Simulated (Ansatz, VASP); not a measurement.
**P in two plane-wave programs**

Wanted: the spread between two codes on one cell, functional and k mesh. The cell is taken from a series of runs on this material, whose earlier steps may have relaxed, scaled, displaced or heated it; both programs get it as it stands.

Calculated with Ansatz 0.2.0; plane waves, with VASP 6.6.1 beside it; zone-centre phonons at PBE with D3(BJ).

## (1) The structure

Symmetry: Cmce, No. 64, orthorhombic system. The conventional cell has a = 3.338 Å, b = 10.000 Å, c = 3.975 Å, α = 90.00°, β = 90.00°, γ = 90.00°. Nearest to P lie 3 P at 2.23 to 2.24 Å.

As a file:

```
P
1.0
     1.66889   -4.99998    0.00000
     1.66889    4.99998    0.00000
     0.00000    0.00000    3.97525
P
4
Cartesian
  1.6689 -3.9075 0.2553
  1.6689 -1.0925 2.2429
  1.6689 3.9075 3.7200
  1.6689 1.0925 1.7324
```

## (2) VASP: zone-centre phonons, PBE with D3(BJ)

Second derivatives magnify differences that forces hide, and they need a tight electronic threshold.

Lines of VASP's logs that name or quote its potential files are left out, and so is its time.

File INCAR:

```
SYSTEM = P
PREC = Accurate
ENCUT = 500
EDIFF = 1E-08
NELM = 120
ISMEAR = 1
SIGMA = 0.2
LREAL = .FALSE.
ALGO = Normal
GGA = PE
IVDW = 12
NBANDS = 16
LORBIT = 11
LWAVE = .FALSE.
LCHARG = .FALSE.
ISIF = 2
IBRION = 6
NFREE = 2
POTIM = 0.015
NSW = 1
LASPH = .TRUE.
GGA_COMPAT = .FALSE.
KPAR = 2
```

File POSCAR:

```
P
1.0
    1.6688870261     -4.9999763248      0.0000000000
    1.6688870261      4.9999763248      0.0000000000
    0.0000000000      0.0000000000      3.9752479379
P
4
Direct
    0.8907512110      0.1092487890      0.0642137557
    0.6092487890      0.3907512110      0.5642137557
    0.1092487890      0.8907512110      0.9357862443
    0.3907512110      0.6092487890      0.4357862443
```

File KPOINTS:

```
Automatic mesh
0
Gamma
16 16 12
0 0 0
```

The projector-augmented-wave data sets are P (PBE family, release 64).

Command:

```bash
$ mpirun -np 2 vasp_std
```

Numbers of over 12 decimals in the logs are rounded to 6 here.

The program printed:

```text
[banner, memory and clock lines left out]
running    2 mpi-ranks, on    1 nodes
 distrk:  each k-point on    1 cores,    2 groups
 distr:  one band on    1 cores,    1 groups

 POSCAR found type information on POSCAR P
 POSCAR found :  1 types and       4 ions
 LDA part: xc-table for (Slater+PW92), standard interpolation
 POSCAR, INCAR and KPOINTS ok, starting setup
 FFT: planning ... GRIDC
 FFT: planning ... GRID_SOFT
 FFT: planning ... GRID
 WAVECAR not read
 entering main loop
       N       E                     dE             d eps       ncg     rms          rms(c)
DAV:   1     0.549206367173E+02    0.54921E+02   -0.84230E+03 16352   0.105E+03
DAV:   2    -0.183890044570E+02   -0.73310E+02   -0.70915E+02 22344   0.160E+02
DAV:   3    -0.213448169336E+02   -0.29558E+01   -0.29406E+01 22368   0.339E+01
DAV:   4    -0.213713215802E+02   -0.26505E-01   -0.26497E-01 20360   0.388E+00
DAV:   5    -0.213717278345E+02   -0.40625E-03   -0.40622E-03 22424   0.440E-01    0.106E+01
DAV:   6    -0.212818257397E+02    0.89902E-01   -0.56232E-02 19776   0.141E+00    0.621E+00
DAV:   7    -0.212454735969E+02    0.36352E-01   -0.89233E-02 21736   0.180E+00    0.317E-01
DAV:   8    -0.212451323551E+02    0.34124E-03   -0.99133E-03 19144   0.645E-01    0.170E-01
DAV:   9    -0.212451570722E+02   -0.24717E-04   -0.58820E-04 22640   0.151E-01    0.786E-02
DAV:  10    -0.212451610491E+02   -0.39769E-05   -0.62317E-05 20608   0.464E-02    0.322E-02
DAV:  11    -0.212451686612E+02   -0.76121E-05   -0.11255E-05 20776   0.250E-02    0.721E-03
DAV:  12    -0.212451691803E+02   -0.51905E-06   -0.54304E-07 20392   0.520E-03    0.450E-03
DAV:  13    -0.212451691467E+02    0.33553E-07   -0.11312E-07 20784   0.235E-03    0.109E-03
DAV:  14    -0.212451691456E+02    0.11255E-08   -0.11963E-08 12808   0.695E-04
   1 F= -.22941462E+02 E0= -.22941920E+02  d E =0.137457E-02
[...]
2 F= -.22940290E+02 E0= -.22940747E+02  d E =0.137274E-02
[...]
3 F= -.22940290E+02 E0= -.22940747E+02  d E =0.137274E-02
[...]
4 F= -.22939801E+02 E0= -.22940284E+02  d E =0.144706E-02
[...]
5 F= -.22941188E+02 E0= -.22941624E+02  d E =0.130645E-02
[...]
6 F= -.22940810E+02 E0= -.22941256E+02  d E =0.133840E-02
 Finite differences progress:
  Degree of freedom:   3/  3
  Displacement:        1/  2
  Total:               5/  6
 bond charge predicted
       N       E                     dE             d eps       ncg     rms          rms(c)
DAV:   1    -0.212416326022E+02    0.28386E-02   -0.35140E-01 26992   0.326E+00    0.348E-01
DAV:   2    -0.212431687214E+02   -0.15361E-02   -0.17585E-02 37952   0.843E-01    0.906E-02
DAV:   3    -0.212431257149E+02    0.43006E-04   -0.26751E-04 31424   0.113E-01    0.543E-02
DAV:   4    -0.212431190945E+02    0.66205E-05   -0.57504E-05 36360   0.456E-02    0.275E-02
DAV:   5    -0.212431194277E+02   -0.33324E-06   -0.57831E-06 33480   0.153E-02    0.132E-02
DAV:   6    -0.212431193350E+02    0.92663E-07   -0.83622E-07 34944   0.546E-03    0.328E-03
DAV:   7    -0.212431194092E+02   -0.74159E-07   -0.16437E-07 35304   0.228E-03    0.672E-04
DAV:   8    -0.212431194262E+02   -0.16993E-07   -0.75009E-09 17816   0.561E-04    0.298E-04
DAV:   9    -0.212431194360E+02   -0.97848E-08   -0.18143E-09 15664   0.283E-04
   7 F= -.22939361E+02 E0= -.22939831E+02  d E =0.141125E-02
 Finite differences progress:
  Degree of freedom:   3/  3
  Displacement:        2/  2
  Total:               6/  6
```

Parts of OUTCAR (step 2):

```text
ion  position               nearest neighbor table
   1  0.891  0.109  0.064-   4 2.23   4 2.23   3 2.24
   2  0.609  0.391  0.564-   3 2.23   3 2.23   4 2.24
   3  0.109  0.891  0.936-   2 2.23   2 2.23   1 2.24
   4  0.391  0.609  0.436-   1 2.23   1 2.23   2 2.24

  LATTYP: Found a base centered orthorhombic cell.
 ALAT       =     3.3377740522
 B/A-ratio  =     2.9959944841
 C/A-ratio  =     1.1909877289

 Subroutine GETGRP returns: Found  8 space group operations
 (whereof  4 operations were pure point group operations)

The static configuration has the point symmetry C_2h.
 The point group associated with its full space group is D_2h.

 Found    511 irreducible k-points:

   k-points           NKPTS =    511   k-points in BZ     NKDIM =    511   number of bands    NBANDS=     16

   dimension x,y,z NGX =    40 NGY =   40 NGZ =   30
   dimension x,y,z NGXF=    80 NGYF=   80 NGZF=   60

   ENCUT  =  500.0 eV  36.75 Ry    6.06 a.u.   9.61  9.61  7.25*2*pi/ulx,y,z

   NELECT =      20.0000    total number of electrons

 k-points in reciprocal lattice and weights: Automatic mesh
   0.00000000  0.00000000  0.00000000       0.000
   0.06250000  0.00000000  0.00000000       0.001
   0.12500000  0.00000000  0.00000000       0.001
   0.18750000  0.00000000  0.00000000       0.001
   0.25000000  0.00000000  0.00000000       0.001
   0.31250000 -0.00000000  0.00000000       0.001
   0.37500000  0.00000000  0.00000000       0.001
   0.43750000  0.00000000  0.00000000       0.001
   0.50000000  0.00000000  0.00000000       0.001
[...]
15      13.4440      0.00000
    ...

 k-point     3 :       0.1250    0.0000    0.0000
  band No.  band energies     occupation
    ...
      6       2.9867      2.00000
      7       3.3345      2.00000
      8       5.3683      2.00000
      9       5.5765      2.00000
     10       7.0778      2.00000
     11       9.7662     -0.00000
     12      10.5112     -0.00000
     13      11.0311     -0.00000
     14      11.1694     -0.00000
     15      12.4976      0.00000
    ...

 k-point     4 :       0.1875    0.0000    0.0000
  band No.  band energies     occupation
    ...
      6       3.0119      2.00000
      7       3.2253      2.00000
      8       5.4599      2.00000
      9       5.6515      2.00000
     10       7.1788      2.00000
     11       9.8866     -0.00000
     12      10.3506     -0.00000
     13      11.2107     -0.00000
     14      11.5874     -0.00000
     15      12.0588     -0.00000
    ...

 k-point     5 :       0.2500    0.0000    0.0000
  band No.  band energies     occupation
    ...
      6       2.9022      2.00000
      7       3.5485      2.00000
      8       5.5691      2.00000
      9       5.6903      2.00000
     10       7.0730      2.00000
     11       9.3497     -0.00000
     12      10.3594     -0.00000
     13      10.4875     -0.00000
     14      11.3865     -0.00000
     15      11.5595     -0.00000
    ...

 Edisp (eV)   -1.69624

  Total       0.49355     0.57352     0.38561     0.00000     0.07474     0.00000
  in kB      11.91925    13.85070     9.31264     0.00000     1.80501     0.00000
  external pressure =       11.69 kB  Pullay stress =        0.00 kB

  energy-cutoff  :      500.00
  volume of cell :       66.34
      direct lattice vectors                 reciprocal lattice vectors
     1.668887026 -4.999976325  0.000000000     0.299600867 -0.100000474  0.000000000
     1.668887026  4.999976325  0.000000000     0.299600867  0.100000474  0.000000000
     0.000000000  0.000000000  3.975247938     0.000000000  0.000000000  0.251556636

 POSITION                                       TOTAL-FORCE (eV/Angst)
 -----------------------------------------------------------------------------------
      1.66889     -3.90749      0.24027         0.000000     -0.041432      0.229408
      1.66889     -1.09248      2.24289         0.000000      0.035686      0.017029
      1.66889      3.90749      3.71998         0.000000      0.041706     -0.055395
      1.66889      1.09248      1.73236         0.000000     -0.035961     -0.191041
 -----------------------------------------------------------------------------------
    total drift:                                0.000000      0.000015      0.000008

  FREE ENERGIE OF THE ION-ELECTRON SYSTEM (eV)
  ---------------------------------------------------
  free  energy   TOTEN  =       -22.9393607912 eV

  energy  without entropy=      -22.9407720424  energy(sigma->0) =      -22.93983121

 Eigenvectors and eigenvalues of the dynamical matrix
 ----------------------------------------------------

   1 f  =   13.631237 THz    85.647590 2PiTHz  454.689134 cm-1    56.374242 meV
             X         Y         Z           dx          dy          dz
      1.668887 -3.907494  0.255266     0.000000    0.000008   -0.500000
      1.668887 -1.092483  2.242890    -0.000000    0.000008    0.500000
      1.668887  3.907494  3.719982     0.000000    0.000008   -0.500000
      1.668887  1.092483  1.732358    -0.000000    0.000008    0.500000

   2 f  =   12.997229 THz    81.664000 2PiTHz  433.540901 cm-1    53.752197 meV
             X         Y         Z           dx          dy          dz
      1.668887 -3.907494  0.255266     0.000000    0.225330    0.446348
      1.668887 -1.092483  2.242890    -0.000000   -0.225330    0.446348
      1.668887  3.907494  3.719982     0.000000   -0.225330   -0.446348
      1.668887  1.092483  1.732358    -0.000000    0.225330   -0.446348

   3 f  =   12.285770 THz    77.193769 2PiTHz  409.809172 cm-1    50.809839 meV
             X         Y         Z           dx          dy          dz
      1.668887 -3.907494  0.255266     0.500000    0.000000   -0.000000
      1.668887 -1.092483  2.242890     0.500000    0.000000   -0.000000
      1.668887  3.907494  3.719982    -0.500000   -0.000000    0.000000
      1.668887  1.092483  1.732358    -0.500000   -0.000000   -0.000000

   4 f  =   12.234077 THz    76.868973 2PiTHz  408.084885 cm-1    50.596055 meV
             X         Y         Z           dx          dy          dz
      1.668887 -3.907494  0.255266     0.500000   -0.000000    0.000000
      1.668887 -1.092483  2.242890    -0.500000   -0.000000   -0.000000
      1.668887  3.907494  3.719982     0.500000    0.000000    0.000000
      1.668887  1.092483  1.732358    -0.500000    0.000000    0.000000

   5 f  =   11.584868 THz    72.789869 2PiTHz  386.429585 cm-1    47.911141 meV
             X         Y         Z           dx          dy          dz
      1.668887 -3.907494  0.255266    -0.000000   -0.498940    0.032543
      1.668887 -1.092483  2.242890     0.000000   -0.498940   -0.032543
      1.668887  3.907494  3.719982    -0.000000    0.498940   -0.032543
      1.668887  1.092483  1.732358     0.000000    0.498940    0.032543

   6 f  =   11.150228 THz    70.058948 2PiTHz  371.931568 cm-1    46.113617 meV
             X         Y         Z           dx          dy          dz
      1.668887 -3.907494  0.255266     0.000000    0.446348   -0.225330
      1.668887 -1.092483  2.242890    -0.000000   -0.446348   -0.225330
      1.668887  3.907494  3.719982     0.000000   -0.446348    0.225330
      1.668887  1.092483  1.732358    -0.000000    0.446348    0.225330

   7 f  =    6.332344 THz    39.787292 2PiTHz  211.224268 cm-1    26.188460 meV
             X         Y         Z           dx          dy          dz
      1.668887 -3.907494  0.255266     0.000000   -0.032543   -0.498940
      1.668887 -1.092483  2.242890    -0.000000   -0.032543    0.498940
      1.668887  3.907494  3.719982    -0.000000    0.032543    0.498940
      1.668887  1.092483  1.732358     0.000000    0.032543   -0.498940

   8 f  =    5.319559 THz    33.423775 2PiTHz  177.441391 cm-1    21.999919 meV
             X         Y         Z           dx          dy          dz
      1.668887 -3.907494  0.255266    -0.500000    0.000000   -0.000000
      1.668887 -1.092483  2.242890     0.500000   -0.000000    0.000000
      1.668887  3.907494  3.719982     0.500000    0.000000    0.000000
      1.668887  1.092483  1.732358    -0.500000   -0.000000   -0.000000

   9 f  =    2.035529 THz    12.789603 2PiTHz   67.897922 cm-1     8.418266 meV
             X         Y         Z           dx          dy          dz
      1.668887 -3.907494  0.255266    -0.000000    0.500000    0.000423
      1.668887 -1.092483  2.242890    -0.000000   -0.500000    0.000423
      1.668887  3.907494  3.719982    -0.000000    0.500000    0.000423
      1.668887  1.092483  1.732358    -0.000000   -0.500000    0.000423

  10 f/i=    0.000000 THz     0.000001 2PiTHz    0.000004 cm-1     0.000001 meV
             X         Y         Z           dx          dy          dz
      1.668887 -3.907494  0.255266     0.500000    0.000000    0.000000
      1.668887 -1.092483  2.242890     0.500000    0.000000    0.000000
      1.668887  3.907494  3.719982     0.500000    0.000000    0.000000
      1.668887  1.092483  1.732358     0.500000    0.000000    0.000000

  11 f/i=    0.000211 THz     0.001326 2PiTHz    0.007037 cm-1     0.000873 meV
             X         Y         Z           dx          dy          dz
      1.668887 -3.907494  0.255266     0.000000   -0.500000   -0.000008
      1.668887 -1.092483  2.242890     0.000000   -0.500000    0.000008
      1.668887  3.907494  3.719982     0.000000   -0.500000   -0.000008
      1.668887  1.092483  1.732358     0.000000   -0.500000    0.000008

  12 f/i=    0.001721 THz     0.010816 2PiTHz    0.057422 cm-1     0.007119 meV
             X         Y         Z           dx          dy          dz
      1.668887 -3.907494  0.255266     0.000000    0.000423   -0.500000
      1.668887 -1.092483  2.242890     0.000000   -0.000423   -0.500000
      1.668887  3.907494  3.719982     0.000000    0.000423   -0.500000
      1.668887  1.092483  1.732358     0.000000   -0.000423   -0.500000

 ELASTIC MODULI CONTR FROM IONIC RELAXATION (kBar)
 Direction    XX          YY          ZZ          XY          YZ          ZX
 --------------------------------------------------------------------------------
 XX        -169.9682   -207.8261   -404.4357     -0.0000      0.0000     -0.0000
 YY        -207.8261  -1239.2939   -227.9428      0.0000      0.0000     -0.0000
 ZZ        -404.4357   -227.9428  -1034.4777     -0.0000     -0.0000     -0.0000
 XY          -0.0000      0.0000     -0.0000   -447.5316      0.0000     -0.0000
 YZ           0.0000      0.0000      0.0000      0.0000   -468.7620     -0.0000
 ZX          -0.0000     -0.0000     -0.0000      0.0000     -0.0000   -511.3418
 --------------------------------------------------------------------------------

 total charge
# of ion       s       p       d       tot
------------------------------------------
    1        1.088   1.370   0.000   2.458
    2        1.088   1.370   0.000   2.458
    3        1.088   1.370   0.000   2.458
    4        1.088   1.370   0.000   2.458
--------------------------------------------------
tot          4.352   5.482   0.000   9.833

[... 1 further part left out ...]
```

CONTCAR:

```
P
   1.00000000000000
     1.6688870260999999   -4.9999763248000004    0.0000000000000000
     1.6688870260999999    4.9999763248000004    0.0000000000000000
     0.0000000000000000    0.0000000000000000    3.9752479378999999
  P
     4
Direct
     0.8907512110000013    0.1092487889999987    0.0604404061544334
     0.6092487889999987    0.3907512110000013    0.5642137557000027
     0.1092487889999987    0.8907512110000013    0.9357862442999973
     0.3907512110000013    0.6092487889999987    0.4357862442999973
```

The last energy, forces, stress and levels in OUTCAR belong to the last displaced cell, not to the cell of POSCAR.

Levels, forces or a CONTCAR printed for this step are those of its last displaced cell, not of the structure at rest.

(Part 1 of 2 ends here.)

[Lines on the potential files, build, host, timing and source positions are cut from VASP's logs without a mark.]

[Logs are printed without paths, hosts, clocks, repeated set-up lines and the standing remarks that a program may print on its own settings, such as how far it seeks lower states.]

[Hosts, paths, dates, database ids (printed as entryN), source tags and the programs' standing remarks are cut or masked in the printed files.]
